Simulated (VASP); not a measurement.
# LiGe4N3 (P-43m) in VASP: density of states with PBE

Aim: the density of states of LiGe4N3 with PBE.

Program: VASP 6.6.1. These are calculated values, not measurements. Logs are shortened: lines on timing, memory, paths and dates and some standing lists are left out, and cuts for length are marked.

## 1. Starting point

The structure is cubic, space group P-43m (No. 215). The conventional cell has a = 4.649 Å, b = 4.649 Å, c = 4.649 Å, α = 90.00°, β = 90.00°, γ = 90.00°. Li (site symmetry -43m) has 6 N at 2.32 Å and 4 Ge at 2.37 Å as nearest neighbours. Ge (site symmetry 3m) has 3 N at 2.16 Å and 1 Li at 2.37 Å as nearest neighbours. N (site symmetry -42m) is surrounded by 4 Ge at 2.16 Å and 2 Li at 2.32 Å.

The cell was built by a generator and needn't be a form met in nature.

## 2. Density of states, PBE

Input file POSCAR:

```
LiGe4N3                                 
1.0
    4.6488914309     -0.0000000000      0.0000000000
    0.0000000000      4.6488914309     -0.0000000000
    0.0000000000      0.0000000000      4.6488914309
  Li              Ge              N             
     1     4     3
Direct
     1.0000000000000000    0.0000000000000000    0.0000000000000000
     0.2939671482234972    0.2939671482234972    0.2939671482234972
     0.2939671482234972    0.7060328517765029    0.7060328517765029
     0.7060328517765029    0.7060328517765029    0.2939671482234972
     0.7060328517765029    0.2939671482234972    0.7060328517765029
     0.5000000000000000    0.0000000000000000    0.0000000000000000
     1.0000000000000000    0.5000000000000000    0.0000000000000000
     1.0000000000000000    0.0000000000000000    0.5000000000000000
```

Input file INCAR.step1:

```
  PREC = Accurate
  ENCUT = 520
  EDIFF = 1E-7
  ISMEAR = 0
  SIGMA = 0.1
  LREAL = F
  LASPH = T
  NELM = 100
  ALGO = Fast
  ISIF = 2
  LWAVE = F
  LCHARG = T
  GGA = PE
  KPAR = 4
```

Input file KPOINTS.step1:

```
Automatic mesh
0
Gamma
  6 6 6
```

Input file INCAR.step2:

```
  PREC = Accurate
  ENCUT = 520
  EDIFF = 1E-7
  ISMEAR = -5
  SIGMA = 0.1
  LREAL = F
  LASPH = T
  NELM = 100
  ALGO = Fast
  ISIF = 2
  LWAVE = F
  LCHARG = F
  GGA = PE
  LORBIT = 11
  KPAR = 4
  NEDOS = 1001
  ICHARG = 11
```

Input file KPOINTS.step2:

```
Automatic mesh
0
Gamma
  9 9 9
```

Potentials or basis: VASP PAW PBE potentials, release 64 (Li_sv, Ge_d, N).

Started as:

```
$ cat potpaw_PBE.64/Li_sv/POTCAR potpaw_PBE.64/Ge_d/POTCAR potpaw_PBE.64/N/POTCAR > POTCAR
$ cp INCAR.step1 INCAR
$ cp KPOINTS.step1 KPOINTS
$ mpirun -np 4 vasp_std > vasp.out
$ cp INCAR.step2 INCAR
$ cp KPOINTS.step2 KPOINTS
$ mpirun -np 4 vasp_std > vasp.out
```

OUTCAR:

```text
PREC = Accurate
   ENCUT = 520
   EDIFF = 1E-7
   ISMEAR = -5
   LREAL = F
   LASPH = T
   NELM = 100
   ISIF = 2
   GGA = PE
   LORBIT = 11
   ICHARG = 11

 ion  position               nearest neighbor table
   1  0.000  0.000  0.000-   2 2.37   3 2.37   4 2.37   5 2.37
   2  0.294  0.294  0.294-   6 2.16   7 2.16   8 2.16   1 2.37   3 2.71   4 2.71   5 2.71
   3  0.294  0.706  0.706-   6 2.16   7 2.16   8 2.16   1 2.37   2 2.71   4 2.71   5 2.71
   4  0.706  0.706  0.294-   6 2.16   7 2.16   8 2.16   1 2.37   2 2.71   3 2.71   5 2.71
   5  0.706  0.294  0.706-   6 2.16   7 2.16   8 2.16   1 2.37   2 2.71   3 2.71   4 2.71
   6  0.500  0.000  0.000-   2 2.16   3 2.16   4 2.16   5 2.16
   7  0.000  0.500  0.000-   2 2.16   3 2.16   4 2.16   5 2.16
   8  0.000  0.000  0.500-   2 2.16   3 2.16   4 2.16   5 2.16

  LATTYP: Found a simple cubic cell.
 ALAT       =     4.6488914309

  Lattice vectors:

 A1 = (   4.6488914309,   0.0000000000,   0.0000000000)
 A2 = (   0.0000000000,   4.6488914309,   0.0000000000)
 A3 = (   0.0000000000,   0.0000000000,   4.6488914309)

Analysis of symmetry for initial positions (statically):
=====================================================================
 Subroutine PRICEL returns:
 Original cell was already a primitive cell.

 Routine SETGRP: Setting up the symmetry group for a
 simple cubic supercell.

 Subroutine GETGRP returns: Found 24 space group operations
 (whereof 24 operations were pure point group operations)
 out of a pool of 48 trial point group operations.

The static configuration has the point symmetry T_d .

Analysis of symmetry for dynamics (positions and initial velocities):
=====================================================================
 Subroutine PRICEL returns:
 Original cell was already a primitive cell.

 Routine SETGRP: Setting up the symmetry group for a
 simple cubic supercell.

 Subroutine GETGRP returns: Found 24 space group operations
 (whereof 24 operations were pure point group operations)
 out of a pool of 48 trial point group operations.

The dynamic configuration has the point symmetry T_d .

 Subroutine INISYM returns: Found 24 space group operations
 (whereof 24 operations are pure point group operations),
 and found     1 'primitive' translations

----------------------------------------------------------------------------------------

                                     Primitive cell

  volume of cell :     100.4727

  direct lattice vectors                    reciprocal lattice vectors
     4.648891431  0.000000000  0.000000000     0.215105045  0.000000000  0.000000000
     0.000000000  4.648891431  0.000000000     0.000000000  0.215105045  0.000000000
     0.000000000  0.000000000  4.648891431     0.000000000  0.000000000  0.215105045

  length of vectors
     4.648891431  4.648891431  4.648891431     0.215105045  0.215105045  0.215105045

  position of ions in fractional coordinates (direct lattice)
     0.000000000  0.000000000  0.000000000
     0.293967148  0.293967148  0.293967148
     0.293967148  0.706032852  0.706032852
     0.706032852  0.706032852  0.293967148
     0.706032852  0.293967148  0.706032852
     0.500000000  0.000000000  0.000000000
     0.000000000  0.500000000  0.000000000
     0.000000000  0.000000000  0.500000000

  ion indices of the primitive-cell ions
   primitive index   ion index
                 1           1
                 2           2
                 3           3
                 4           4
                 5           5
                 6           6
                 7           7
                 8           8

----------------------------------------------------------------------------------------

 KPOINTS: Automatic mesh

Automatic generation of k-mesh.
 Grid dimensions read from file:
 generate k-points for:    9    9    9

 Generating k-lattice:

  Cartesian coordinates                     Fractional coordinates (reciprocal lattice)
     0.023900561  0.000000000  0.000000000     0.111111111  0.000000000  0.000000000
     0.000000000  0.023900561  0.000000000     0.000000000  0.111111111  0.000000000
     0.000000000  0.000000000  0.023900561     0.000000000  0.000000000  0.111111111

  Length of vectors
     0.023900561  0.023900561  0.023900561

  Shift w.r.t. Gamma in fractional coordinates (k-lattice)
     0.000000000  0.000000000  0.000000000

 TETIRR: Found    353 inequivalent tetrahedra from     4374

 Subroutine IBZKPT returns following result:
 ===========================================

 Found     35 irreducible k-points:

 Following reciprocal coordinates:
            Coordinates               Weight
  0.000000  0.000000  0.000000      1.000000
  0.111111  0.000000  0.000000      6.000000
  0.222222  0.000000  0.000000      6.000000
  0.333333  0.000000  0.000000      6.000000
  0.444444  0.000000  0.000000      6.000000
  0.111111  0.111111  0.000000     12.000000
[... 16 lines left out ...]
  0.333333  0.333333  0.111111     24.000000
  0.444444  0.333333  0.111111     48.000000
 [... further k-points ...]
   k-points           NKPTS =     35   k-points in BZ     NKDIM =     35   number of bands    NBANDS=     44
   number of dos      NEDOS =   1001   number of ions     NIONS =      8
   total plane-waves  NPLWV =  46656
   dimension x,y,z NGX =    36 NGY =   36 NGZ =   36
   dimension x,y,z NGXF=    72 NGYF=   72 NGZF=   72
   ions per type =               1   4   3
   NGX,Y,Z   is equivalent  to a cutoff of  12.87, 12.87, 12.87 a.u.
   NGXF,Y,Z  is equivalent  to a cutoff of  25.75, 25.75, 25.75 a.u.
 SYSTEM =  unknown system
   PREC   = accura    normal or accurate (medium, high low for compatibility)
   ISTART =      0    job   : 0-new  1-cont  2-samecut
   ICHARG =     11    charge: 1-file 2-atom 10-const
   ISPIN  =      1    spin polarized calculation?
   LNONCOLLINEAR =      F non collinear calculations
   LSORBIT =      F    spin-orbit coupling
   LASPH  =      T    aspherical Exc in radial PAW
   ENCUT  =  520.0 eV  38.22 Ry    6.18 a.u.   8.64  8.64  8.64*2*pi/ulx,y,z
   NELM   =    100;   NELMIN=  2; NELMDL=  0     # of ELM steps
   EDIFF  = 0.1E-06   stopping-criterion for ELM
   LREAL  =      F    real-space projection
   EDIFFG = 0.1E-05   stopping-criterion for IOM
   NSW    =      0    number of steps for IOM
   IBRION =     -1    ionic relax: 0-MD 1-quasi-New 2-CG
   NFREE  =      0    steps in history (QN), initial steepest desc. (CG)
   ISIF   =      2    stress and relaxation
   ISYM   =      2    0-nonsym 1-usesym 2-fastsym
   POTIM  = 0.5000    time-step for ionic-motion
   TEBEG  =    0.0;   TEEND  =   0.0 temperature during run
   PSTRESS=    0.0 pullay stress
   NELECT =      74.0000    total number of electrons
   NUPDOWN=      -1.0000    fix difference up-down
   EMIN   =  10.00;   EMAX   =-10.00  energy-range for DOS
   EFERMI =   0.00;   METHOD = LEGACY
   ISMEAR =    -5;   SIGMA  =   0.10  broadening in eV -4-tet -1-fermi 0-gaus
   EFERMI_NEDOS =   21; number of points for ismear=-14 and -15
   IALGO  =     68    algorithm
   IMIX   =      4    mixing-type and parameters
     AMIX     =   0.40;   BMIX     =  1.00
     AMIX_MAG =   1.60;   BMIX_MAG =  1.00
  volume/ion in A,a.u.               =      12.56        84.75
  Fermi-wavevector in a.u.,A,eV,Ry     =   1.478436  2.793840 29.739266  2.185774
  Thomas-Fermi vector in A             =   2.592718
   LORBIT       =     11    0 simple, 1 ext, 2 COOP (PROOUT), +10 PAW based schemes
   GGA     = PE    functional components
   LHFCALC =     F    Hartree Fock is set to
   AEXX    =    0.0000 exact exchange contribution
   IVDW    =     0    specifies the selected vdW correction
   LEPSILON=     F    determine dielectric tensor
   LRPA    =     F    only Hartree local field effects (RPA)
 non-spin polarized calculation
 RMM-DIIS sequential band-by-band and
 Fermi weights with tetrahedron method with Bloechl corrections
  energy-cutoff  :      520.00
  volume of cell :      100.47
 maximum number of plane-waves:      2726
 NGX is ok and might be reduce to    36

 number of electron      74.0000027 magnetization

 Free energy of the ion-electron system (eV)
  ---------------------------------------------------
  ext. energy  EPLUGINS =         0.00000000
  ---------------------------------------------------
  free energy    TOTEN  =       -42.50762329 eV

  energy without entropy =      -42.50762329  energy(sigma->0) =      -42.50762329

 E-fermi :   6.8252     XC(G=0): -11.4309

 val. band max:        6.8722900479   @ k =   0.4444   0.3333   0.3333
 cond. band min:       6.6777919413   @ k =   0.1111   0.1111   0.0000
 fundamental gap:     -0.1944981066
 Fermi energy:         6.8251932108

 k-point     1 :       0.0000    0.0000    0.0000
  band No.  band energies     occupation
      1     -39.9586      2.00000
      2     -18.0279      2.00000
      3     -18.0279      2.00000
      4     -18.0217      2.00000
      5     -17.9794      2.00000
      6     -17.9794      2.00000
[... 36 lines left out ...]
     43       9.1253      0.00000
     44      13.0214      0.00000

 k-point     2 :       0.1111    0.0000    0.0000
  band No.  band energies     occupation
      1     -39.9586      2.00000
      2     -18.0265      2.00000
      3     -18.0241      2.00000
      4     -18.0211      2.00000
      5     -17.9801      2.00000
      6     -17.9786      2.00000
[... 1026 lines left out ...]
 k-point    24 :       0.4444    0.3333    0.1111
  band No.  band energies     occupation
      1     -39.9585      2.00000
      2     -18.0113      2.00000
      3     -17.9925      2.00000
      4     -17.9889      2.00000
      5     -17.9828      2.00000
      6     -17.9779      2.00000
[... 36 lines left out ...]
     43      11.4205      0.00000
     44      12.9932      0.00000

 [... further k-points ...]
[... 5 lines left out ...]
  --------------------------------------------------------------------------------------
  -------------------------------------------------------------------------------------
  Total        0.1728567      0.1728567      0.1728567      0.0000000      0.0000000      0.0000000
  in kB        2.7564402      2.7564402      2.7564402      0.0000000      0.0000000      0.0000000
  external PRESSURE =       2.7564402 kB  Pullay stress =       0.0000000 kB

 VOLUME and BASIS-vectors are now :
 -----------------------------------------------------------------------------
  energy-cutoff  :      520.00
  volume of cell :      100.47
      direct lattice vectors                 reciprocal lattice vectors
     4.648891431  0.000000000  0.000000000     0.215105045  0.000000000  0.000000000
     0.000000000  4.648891431  0.000000000     0.000000000  0.215105045  0.000000000
     0.000000000  0.000000000  4.648891431     0.000000000  0.000000000  0.215105045

 POSITION                                       TOTAL-FORCE (eV/Angst)
 -----------------------------------------------------------------------------------
      0.00000      0.00000      0.00000        -0.000000      0.000000     -0.000000
      1.36662      1.36662      1.36662         0.000777      0.000777      0.000777
      1.36662      3.28227      3.28227         0.000777     -0.000777     -0.000777
      3.28227      3.28227      1.36662        -0.000777     -0.000777      0.000777
      3.28227      1.36662      3.28227        -0.000777      0.000777     -0.000777
      2.32445      0.00000      0.00000        -0.000000      0.000000     -0.000000
      0.00000      2.32445      0.00000        -0.000000      0.000000     -0.000000
      0.00000      0.00000      2.32445        -0.000000     -0.000000     -0.000000
 -----------------------------------------------------------------------------------
    total drift:                                0.000000      0.000000      0.000000

  FREE ENERGIE OF THE ION-ELECTRON SYSTEM (eV)
  ---------------------------------------------------
  free  energy   TOTEN  =       -42.5076232914 eV

  energy  without entropy=      -42.5076232914  energy(sigma->0) =      -42.50762329

 total charge

# of ion       s       p       d       tot
------------------------------------------
    1        2.028   0.078   0.000   2.106
    2        1.203   0.977  10.103  12.284
    3        1.203   0.977  10.103  12.284
    4        1.203   0.977  10.103  12.284
    5        1.203   0.977  10.103  12.284
    6        1.279   2.316   0.000   3.595
    7        1.279   2.316   0.000   3.595
    8        1.279   2.316   0.000   3.595
--------------------------------------------------
tot         10.678  10.934  40.414  62.026
```

It took 3.2 min on 4 MPI ranks of Intel Xeon Platinum 8488C (Sapphire Rapids), shared host; peak memory 0.26 GiB.

What came out:

```yaml
Valence_electrons_inside_the_program's_atomic_spheres: Li 2.11; Ge 12.28; N 3.60
```

States per cell in windows of 0.5 eV (zero at the Fermi level; states under -8 eV left out):
| from (eV) | total | N6_p | N7_p | N8_p | Ge2_p | Ge3_p | Ge4_p |
| --- | --- | --- | --- | --- | --- | --- | --- |
| -8.0 | 0.59 | 0.03 | 0.03 | 0.03 | 0.01 | 0.01 | 0.01 |
| -7.5 | 0.44 | 0.02 | 0.02 | 0.02 | 0.01 | 0.01 | 0.01 |
| -7.0 | 0.86 | 0.05 | 0.05 | 0.05 | 0.02 | 0.02 | 0.02 |
| -6.5 | 0.53 | 0.03 | 0.03 | 0.03 | 0.02 | 0.02 | 0.02 |
| -6.0 | 1.16 | 0.10 | 0.10 | 0.10 | 0.06 | 0.06 | 0.06 |
| -5.5 | 1.48 | 0.14 | 0.14 | 0.14 | 0.08 | 0.08 | 0.08 |
| -5.0 | 1.87 | 0.20 | 0.20 | 0.20 | 0.10 | 0.10 | 0.10 |
| -4.5 | 1.38 | 0.16 | 0.16 | 0.16 | 0.06 | 0.06 | 0.06 |
| -4.0 | 2.26 | 0.28 | 0.28 | 0.28 | 0.09 | 0.09 | 0.09 |
| -3.5 | 2.68 | 0.38 | 0.38 | 0.38 | 0.09 | 0.09 | 0.09 |
| -3.0 | 1.84 | 0.24 | 0.24 | 0.24 | 0.06 | 0.06 | 0.06 |
| -2.5 | 0.82 | 0.08 | 0.08 | 0.08 | 0.03 | 0.03 | 0.03 |
| -2.0 | 0.58 | 0.04 | 0.04 | 0.04 | 0.03 | 0.03 | 0.03 |
| -1.5 | 0.96 | 0.08 | 0.08 | 0.08 | 0.05 | 0.05 | 0.05 |
| -1.0 | 2.20 | 0.21 | 0.21 | 0.21 | 0.10 | 0.10 | 0.10 |
| -0.5 | 0.77 | 0.07 | 0.07 | 0.07 | 0.03 | 0.03 | 0.03 |
| 0.0 | 0.21 | 0.01 | 0.01 | 0.01 | 0.01 | 0.01 | 0.01 |
| 0.5 | 0.39 | 0.02 | 0.02 | 0.02 | 0.02 | 0.02 | 0.02 |
| 1.0 | 0.79 | 0.04 | 0.04 | 0.04 | 0.05 | 0.05 | 0.05 |
| 1.5 | 1.76 | 0.09 | 0.09 | 0.09 | 0.11 | 0.11 | 0.11 |
| 2.0 | 2.04 | 0.13 | 0.13 | 0.13 | 0.11 | 0.11 | 0.11 |
| 2.5 | 1.32 | 0.09 | 0.09 | 0.09 | 0.07 | 0.07 | 0.07 |
| 3.0 | 1.08 | 0.06 | 0.06 | 0.06 | 0.07 | 0.07 | 0.07 |
| 3.5 | 1.68 | 0.12 | 0.12 | 0.12 | 0.11 | 0.11 | 0.11 |
| 4.0 | 1.79 | 0.15 | 0.15 | 0.15 | 0.12 | 0.12 | 0.12 |
| 4.5 | 1.12 | 0.10 | 0.10 | 0.10 | 0.08 | 0.08 | 0.08 |
| 5.0 | 0.59 | 0.01 | 0.01 | 0.01 | 0.05 | 0.05 | 0.05 |
| 5.5 | 1.09 | 0.03 | 0.03 | 0.03 | 0.10 | 0.10 | 0.10 |
| 6.0 | 0.36 | 0.01 | 0.01 | 0.01 | 0.03 | 0.03 | 0.03 |
| 6.5 | 0.00 | 0.00 | 0.00 | 0.00 | 0.00 | 0.00 | 0.00 |
| 7.0 | 0.00 | 0.00 | 0.00 | 0.00 | 0.00 | 0.00 | 0.00 |
| 7.5 | 0.00 | 0.00 | 0.00 | 0.00 | 0.00 | 0.00 | 0.00 |

Caveat: the cutoff is under 1.25 times the usual one of these potentials, so pressure, stress and relaxed cells hold a basis-set (Pulay) error; tetrahedron occupations give inexact forces and stress in metals.
